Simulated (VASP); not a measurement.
Here is the system:

```
BeS
1.0
    0.00000     2.38368     2.38368
    2.38368     0.00000     2.38368
    2.38368     2.38368     0.00000
Be S
1 1
Direct
  0.00000   0.00000   0.00000
  0.25000   0.25000   0.25000
```

Method: PBE GGA with D3 dispersion (Becke-Johnson damping), VASP's PBE PAW potentials (set 64) (plane waves; VASP). Run with 520 eV cut-off, 9×9×9 Γ-centred mesh, Gaussian smearing of 0.050 eV, potentials Be S.

Q: Estimate the energy per atom (σ→0), pressure.

A: 
```json
{
  "energy per atom (σ→0)": "-5.305 eV/atom",
  "pressure": "3.22 GPa"
}
```

The absolute energy has meaning only against runs of the same code, potentials and settings.

The compound is BeS in the zinc blende structure. This cell is one point of a volume scan, at 0.97 of the reference volume.
